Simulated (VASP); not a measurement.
A run of VASP 6.6.1 is set up as follows.

Contents of POSCAR:

```
LaZrIn3
1.0
   -0.1070195800      4.6212952100      0.0516322800
    4.6474192400     -0.1070195800      0.0449861200
    2.2096247900      2.1876135800     -6.3227062200
La In Zr
1 3 1
Direct
    0.9611110000      0.0141960000      0.0272310000
    0.6385000000      0.6066540000      0.7782770000
    0.4168230000      0.4076160000      0.1904930000
    0.7500130000      0.2504430000      0.5144420000
    0.2160070000      0.7812120000      0.4918180000
```

File INCAR.step1:

```
SYSTEM = LaZrIn3
PREC = Accurate
ENCUT = 520
ISMEAR = 0
SIGMA = 0.0146
LREAL = .FALSE.
LASPH = .TRUE.
NELM = 100
NBANDS = 39
GGA = PE
ALGO = Normal
EDIFF = 1E-4
LWAVE = .TRUE.
LCHARG = .FALSE.
```

Contents of INCAR.step2:

```
SYSTEM = LaZrIn3
PREC = Accurate
ENCUT = 520
EDIFF = 1E-7
ISMEAR = 0
SIGMA = 0.0146
LREAL = .FALSE.
LASPH = .TRUE.
NELM = 100
ALGO = Normal
ISIF = 2
LWAVE = .FALSE.
LCHARG = .TRUE.
METAGGA = R2SCAN
LMIXTAU = .TRUE.
LELF = .TRUE.
LVHAR = .TRUE.
NBANDS = 39
ISTART = 1
```

The input KPOINTS:

```
Automatic mesh
0
Gamma
  4 4 3
  0 0.5 0
```

Potentials or basis: VASP PAW PBE potentials, release 64 (La, In_d, Zr_sv).

The run is started by

```sh
$ cat potpaw_PBE.64/La/POTCAR potpaw_PBE.64/In_d/POTCAR potpaw_PBE.64/Zr_sv/POTCAR > POTCAR
$ cp INCAR.step1 INCAR
$ mpirun -np 1 vasp_std > vasp.out
$ cp INCAR.step2 INCAR
$ mpirun -np 1 vasp_std > vasp.out
```

**Question.** Predict the largest force.

**Answer.** 2.044 eV/Å.

**Question.** Predict the band gap on the k mesh.

**Answer.** None (metal or under the smearing width).

**Question.** Estimate the pressure.

**Answer.** 1.1 GPa.

Forces in eV/Å, atoms in the order of the input:
```
La  -0.237  0.444  0.249
In   0.445 -1.401  0.143
In   0.510 -0.628 -1.614
In  -0.273 -0.332  0.670
Zr  -0.445  1.917  0.552
```

Caveat: the PAW data sets were made with another functional, which shifts forces and pressure a little. The run has no spin-orbit coupling, so splittings on La are missing.
